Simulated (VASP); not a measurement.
Runs of VASP 6.6.1 on H2. The cell holds a molecule in a box, 2 atoms: a = 10.000 Å, b = 10.500 Å, c = 11.000 Å, α = 90.00°, β = 90.00°, γ = 90.00°. 

| task | level | potentials or basis | cell | gap on the mesh (eV) |
| --- | --- | --- | --- | --- |
| relaxation of the atoms | PBEsol | VASP PAW PBE potentials, release 64 (H) | atoms relaxed | 9.98 |
| single point | PBEsol | VASP PAW PBE potentials, release 64 (H) | as given | 10.07 |
| relaxation of the atoms | LDA | VASP PAW LDA potentials, release 64 (H) | atoms relaxed | (a) |
| relaxation of the atoms | RPBE | VASP PAW PBE potentials, release 64 (H) | atoms relaxed | 10.21 |

Alike in all rows: no spin polarisation; k mesh 1 × 1 × 1; cutoff (eV) 520; smearing gaussian 0.02 eV.

Problem. Estimate the missing entries.

Solution. (a) 10.01.

